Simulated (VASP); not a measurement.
All values below come from HSE06 screened hybrid, VASP's PBE PAW potentials (set 64) (plane waves; VASP 6.6.1).

A VASP calculation is set up with these files.

File POSCAR:
```
Mg32NO31
1
    8.4869590160     0.0000000000     0.0000000000
    0.0000000000     8.4869590160     0.0000000000
    0.0000000000     0.0000000000     8.4869590160
Mg O N
32 31 1
Direct
  0.5001186428   0.0003410640   0.9997106614
  0.7502439189   0.2498891128   0.9998424009
  0.7503217796   0.0005098398   0.2500674319
  0.0000261870   0.0002241493   0.9996254318
  0.2495384277   0.2500798264   0.9997204937
  0.4999374833   0.5004251226   0.9954266586
  0.7504634199   0.7505731624   0.9996502609
  0.2498360957   0.0005924217   0.2498784187
  0.4998199907   0.2457316075   0.2501558618
  0.7545303702   0.5003502977   0.2502612184
  0.5000337933   0.0003221816   0.5003964405
  0.7502724542   0.2498477629   0.5005562428
  0.7505442586   0.0001557214   0.7500763401
  0.9998430344   0.5002857649   0.9999156463
  0.2497791382   0.7507988100   0.9996465091
  0.9999494909   0.2500944304   0.2500480446
  0.2450806394   0.5005716009   0.2501134463
  0.5001557907   0.7552343164   0.2501581810
  0.0000444072   0.0002666527   0.5003472020
  0.2494774620   0.2499773548   0.5004314343
  0.4997950394   0.5002881634   0.5051644385
  0.7504846711   0.7505901957   0.5005111537
  0.2496287806   0.0003048757   0.7500370575
  0.4998489528   0.2498621482   0.7501914886
  0.7501823633   0.5000051354   0.7502415977
  0.9999828230   0.7508354960   0.2499966094
  0.9999192258   0.5002240421   0.5004023597
  0.2496448270   0.7508211455   0.5003974606
  0.9999227185   0.2497498040   0.7501311488
  0.2495322132   0.5002969102   0.7501950818
  0.5001234821   0.7505671477   0.7500359411
  0.0000879695   0.7505185392   0.7500755368
  0.7503950560   0.2499938298   0.2501625216
  0.9998939349   0.5005176250   0.2501968589
  0.9999103746   0.2504633934   0.4997910823
  0.2493680630   0.2500428268   0.2500610570
  0.7505152057   0.7509024227   0.2501563847
  0.0000303002   0.0004747784   0.2499255604
  0.4997883971   0.2498281217   0.5006791522
  0.7502915798   0.5001795616   0.5007520354
  0.0000021609   0.7500687170   0.4998364494
  0.7497069730   0.2503427357   0.7501775989
  0.9998714793   0.5001270081   0.7502007978
  0.9998763815   0.2504825820   0.0003936831
  0.2495309360   0.7510540108   0.2500372577
  0.5000629259   0.0005334705   0.2500768944
  0.2493665159   0.5003999794   0.5007029501
  0.5000616748   0.7508116240   0.5006472218
  0.7497908674   0.0003567105   0.4998492971
  0.2500648310   0.2504586111   0.7500888052
  0.4998552766   0.5002262836   0.7502808546
  0.7499063275   0.7498485793   0.7501009978
  0.0000597594   0.0001547056   0.7500457668
  0.4998713440   0.2498812005   0.9996549804
  0.7503165624   0.5002340669   0.9997831687
  0.0001195224   0.7500410858   0.0002320229
  0.2502902585   0.0004020645   0.4997826362
  0.2502420395   0.7500733315   0.7501340088
  0.5001071102   0.0002416585   0.7500651753
  0.2494156242   0.5004710521   0.9996929112
  0.5001149548   0.7508077612   0.9995964496
  0.7498389115   0.0002876202   0.0002675620
  0.2502913334   0.0003869468   0.0001964141
  0.4998454678   0.5005918315   0.2502432442
```

### INCAR
```
ALGO = Normal   ! blocked Davidson
SIGMA = 0.05   ! width (eV)
GGA = PE   ! PBE
ISMEAR = 0   ! Gaussian
PREC = Normal
LASPH = T
HFSCREEN = 0.2
LWAVE = F
NELECT = 254.0
ISIF = 0
LREAL = Auto   ! projection in real space or not
ENCUT = 400   ! plane-wave cut-off (eV)
ISYM = 0
NELMIN = 4
AEXX = 0.25
EDIFF = 1E-5   ! SCF stop (eV)
LHFCALC = T
NELM = 50   ! most electronic steps
LCHARG = F
PRECFOCK = Fast
SYSTEM = Mg32NO31
```

KPOINTS:
```
Automatic
0
G
1 1 1
0 0 0
```

POTCAR, in this order: Mg O N (PBE.64 set). Program: vasp_gam. Read from the step before: WAVECAR.

What VASP printed:

### OSZICAR
```
       N       E                     dE             d eps       ncg     rms          rms(c)
DAV:   1    -0.454732198627E+03   -0.45473E+03   -0.85473E+00   320   0.794E+00    0.232E+00
DAV:   2    -0.454713400113E+03    0.18799E-01   -0.13175E+00   352   0.157E+00    0.202E+00
DAV:   3    -0.454848734086E+03   -0.13533E+00   -0.48290E-01   360   0.102E+00    0.405E+00
DAV:   4    -0.455196025148E+03   -0.34729E+00   -0.47335E-01   400   0.174E+00    0.334E+00
DAV:   5    -0.455016911483E+03    0.17911E+00   -0.51462E-01   392   0.156E+00    0.171E+00
DAV:   6    -0.455026514745E+03   -0.96033E-02   -0.18867E-01   360   0.735E-01    0.110E+00
DAV:   7    -0.454999487629E+03    0.27027E-01   -0.19712E-01   400   0.951E-01    0.488E-01
DAV:   8    -0.455010349890E+03   -0.10862E-01   -0.39306E-02   352   0.386E-01    0.554E-01
DAV:   9    -0.455004183143E+03    0.61667E-02   -0.42044E-02   408   0.370E-01    0.236E-01
DAV:  10    -0.455007519282E+03   -0.33361E-02   -0.13070E-02   360   0.185E-01    0.323E-01
DAV:  11    -0.455006701455E+03    0.81783E-03   -0.25931E-02   408   0.244E-01    0.363E-01
DAV:  12    -0.455009148838E+03   -0.24474E-02   -0.16970E-02   384   0.164E-01    0.467E-01
DAV:  13    -0.455010990302E+03   -0.18415E-02   -0.30547E-02   392   0.233E-01    0.576E-01
DAV:  14    -0.455014693569E+03   -0.37033E-02   -0.36901E-02   392   0.223E-01    0.740E-01
DAV:  15    -0.455019701214E+03   -0.50076E-02   -0.58884E-02   400   0.285E-01    0.943E-01
DAV:  16    -0.455026083417E+03   -0.63822E-02   -0.83370E-02   376   0.355E-01    0.115E+00
DAV:  17    -0.455033398074E+03   -0.73147E-02   -0.11370E-01   368   0.435E-01    0.135E+00
DAV:  18    -0.455041372013E+03   -0.79739E-02   -0.14358E-01   376   0.497E-01    0.156E+00
DAV:  19    -0.455049057141E+03   -0.76851E-02   -0.17635E-01   392   0.559E-01    0.174E+00
DAV:  20    -0.455055493116E+03   -0.64360E-02   -0.20611E-01   384   0.602E-01    0.188E+00
DAV:  21    -0.455060664745E+03   -0.51716E-02   -0.22881E-01   376   0.626E-01    0.199E+00
DAV:  22    -0.455064170588E+03   -0.35058E-02   -0.24282E-01   368   0.661E-01    0.207E+00
DAV:  23    -0.455064838617E+03   -0.66803E-03   -0.24678E-01   384   0.704E-01    0.211E+00
DAV:  24    -0.455062264260E+03    0.25744E-02   -0.24117E-01   368   0.734E-01    0.211E+00
DAV:  25    -0.455057946829E+03    0.43174E-02   -0.23351E-01   392   0.735E-01    0.209E+00
DAV:  26    -0.455054474480E+03    0.34723E-02   -0.23173E-01   376   0.691E-01    0.208E+00
DAV:  27    -0.455054265482E+03    0.20900E-03   -0.24145E-01   400   0.641E-01    0.209E+00
DAV:  28    -0.455058537411E+03   -0.42719E-02   -0.26154E-01   384   0.615E-01    0.214E+00
DAV:  29    -0.455066304844E+03   -0.77674E-02   -0.28632E-01   376   0.660E-01    0.221E+00
DAV:  30    -0.455074582291E+03   -0.82774E-02   -0.30542E-01   392   0.725E-01    0.229E+00
DAV:  31    -0.455080090243E+03   -0.55080E-02   -0.31349E-01   376   0.785E-01    0.233E+00
DAV:  32    -0.455081881695E+03   -0.17915E-02   -0.31251E-01   368   0.804E-01    0.234E+00
DAV:  33    -0.455081246658E+03    0.63504E-03   -0.30706E-01   368   0.774E-01    0.232E+00
DAV:  34    -0.455079300326E+03    0.19463E-02   -0.29681E-01   360   0.752E-01    0.229E+00
DAV:  35    -0.455075696551E+03    0.36038E-02   -0.28097E-01   384   0.761E-01    0.225E+00
DAV:  36    -0.455070148408E+03    0.55481E-02   -0.26186E-01   376   0.780E-01    0.219E+00
DAV:  37    -0.455063811954E+03    0.63365E-02   -0.24393E-01   392   0.759E-01    0.214E+00
DAV:  38    -0.455058908532E+03    0.49034E-02   -0.23607E-01   376   0.712E-01    0.210E+00
DAV:  39    -0.455057631740E+03    0.12768E-02   -0.24054E-01   384   0.656E-01    0.209E+00
DAV:  40    -0.455061017025E+03   -0.33853E-02   -0.25733E-01   376   0.619E-01    0.212E+00
DAV:  41    -0.455067834193E+03   -0.68172E-02   -0.27768E-01   384   0.643E-01    0.219E+00
DAV:  42    -0.455075166998E+03   -0.73328E-02   -0.29508E-01   368   0.710E-01    0.225E+00
DAV:  43    -0.455079942329E+03   -0.47753E-02   -0.30184E-01   368   0.766E-01    0.230E+00
DAV:  44    -0.455080996793E+03   -0.10545E-02   -0.29920E-01   360   0.785E-01    0.230E+00
DAV:  45    -0.455079407535E+03    0.15893E-02   -0.29255E-01   368   0.761E-01    0.228E+00
DAV:  46    -0.455076478309E+03    0.29292E-02   -0.28218E-01   360   0.736E-01    0.225E+00
DAV:  47    -0.455072130931E+03    0.43474E-02   -0.26736E-01   384   0.742E-01    0.221E+00
DAV:  48    -0.455066202100E+03    0.59288E-02   -0.24978E-01   352   0.756E-01    0.216E+00
DAV:  49    -0.455059782338E+03    0.64198E-02   -0.23522E-01   400   0.745E-01    0.211E+00
DAV:  50    -0.455054874381E+03    0.49080E-02   -0.22850E-01   392   0.699E-01
   1 F= -.45505487E+03 E0= -.45505487E+03  d E =-.429616E-15
```

**OUTCAR**
```
------------------------ aborting loop EDIFF was not reached (unconverged)  ----------------------------
  volume of cell :      611.30
      direct lattice vectors                 reciprocal lattice vectors
     8.486959016  0.000000000  0.000000000     0.117827834  0.000000000  0.000000000
     0.000000000  8.486959016  0.000000000     0.000000000  0.117827834  0.000000000
     0.000000000  0.000000000  8.486959016     0.000000000  0.000000000  0.117827834
  FREE ENERGIE OF THE ION-ELECTRON SYSTEM (eV)
  ---------------------------------------------------
  free  energy   TOTEN  =      -455.0548743806 eV

  energy  without entropy=     -455.0548743806  energy(sigma->0) =     -455.05487438

  exchange ACFDT corr.  =         0.00000000  see jH, gK, PRB 81, 115126
```
(Selected blocks of OUTCAR.)

File stdout:
```
...
DAV:  31    -0.455080090243E+03   -0.55080E-02   -0.31349E-01   376   0.785E-01    0.233E+00
DAV:  32    -0.455081881695E+03   -0.17915E-02   -0.31251E-01   368   0.804E-01    0.234E+00
DAV:  33    -0.455081246658E+03    0.63504E-03   -0.30706E-01   368   0.774E-01    0.232E+00
DAV:  34    -0.455079300326E+03    0.19463E-02   -0.29681E-01   360   0.752E-01    0.229E+00
DAV:  35    -0.455075696551E+03    0.36038E-02   -0.28097E-01   384   0.761E-01    0.225E+00
DAV:  36    -0.455070148408E+03    0.55481E-02   -0.26186E-01   376   0.780E-01    0.219E+00
DAV:  37    -0.455063811954E+03    0.63365E-02   -0.24393E-01   392   0.759E-01    0.214E+00
DAV:  38    -0.455058908532E+03    0.49034E-02   -0.23607E-01   376   0.712E-01    0.210E+00
DAV:  39    -0.455057631740E+03    0.12768E-02   -0.24054E-01   384   0.656E-01    0.209E+00
DAV:  40    -0.455061017025E+03   -0.33853E-02   -0.25733E-01   376   0.619E-01    0.212E+00
DAV:  41    -0.455067834193E+03   -0.68172E-02   -0.27768E-01   384   0.643E-01    0.219E+00
DAV:  42    -0.455075166998E+03   -0.73328E-02   -0.29508E-01   368   0.710E-01    0.225E+00
DAV:  43    -0.455079942329E+03   -0.47753E-02   -0.30184E-01   368   0.766E-01    0.230E+00
DAV:  44    -0.455080996793E+03   -0.10545E-02   -0.29920E-01   360   0.785E-01    0.230E+00
DAV:  45    -0.455079407535E+03    0.15893E-02   -0.29255E-01   368   0.761E-01    0.228E+00
DAV:  46    -0.455076478309E+03    0.29292E-02   -0.28218E-01   360   0.736E-01    0.225E+00
DAV:  47    -0.455072130931E+03    0.43474E-02   -0.26736E-01   384   0.742E-01    0.221E+00
DAV:  48    -0.455066202100E+03    0.59288E-02   -0.24978E-01   352   0.756E-01    0.216E+00
DAV:  49    -0.455059782338E+03    0.64198E-02   -0.23522E-01   400   0.745E-01    0.211E+00
DAV:  50    -0.455054874381E+03    0.49080E-02   -0.22850E-01   392   0.699E-01

 -----------------------------------------------------------------------------
|                                                                             |
|           W    W    AA    RRRRR   N    N  II  N    N   GGGG   !!!           |
|           W    W   A  A   R    R  NN   N  II  NN   N  G    G  !!!           |
|           W    W  A    A  R    R  N N  N  II  N N  N  G       !!!           |
|           W WW W  AAAAAA  RRRRR   N  N N  II  N  N N  G  GGG   !            |
|           WW  WW  A    A  R   R   N   NN  II  N   NN  G    G                |
|           W    W  A    A  R    R  N    N  II  N    N   GGGG   !!!           |
|                                                                             |
|     The electronic self-consistency was not achieved in the given           |
|     number of steps (NELM). The forces and other quantities evaluated       |
|     might not be reliable so examine the results carefully. If you find     |
|     spurious results, we suggest increasing NELM, if you were close to      |
|     convergence or switching to a different ALGO or adjusting the           |
|     density mixing parameters otherwise.                                    |
|                                                                             |
 -----------------------------------------------------------------------------

   1 F= -.45505487E+03 E0= -.45505487E+03  d E =-.429616E-15
```

The run did not converge; its last values are not results.

The cell is charged, with a uniform compensating background. The supercell is sampled at Γ alone, which is coarse: total energies, pressure and levels can be off, energies of defects by several tenths of an eV.

The cell is a supercell with a defect, built from MgO (rock salt): N_O, charge +1. The cell's shape comes from a PBE relaxation. The run is not spin-polarised, so no state with unpaired spins was tried.
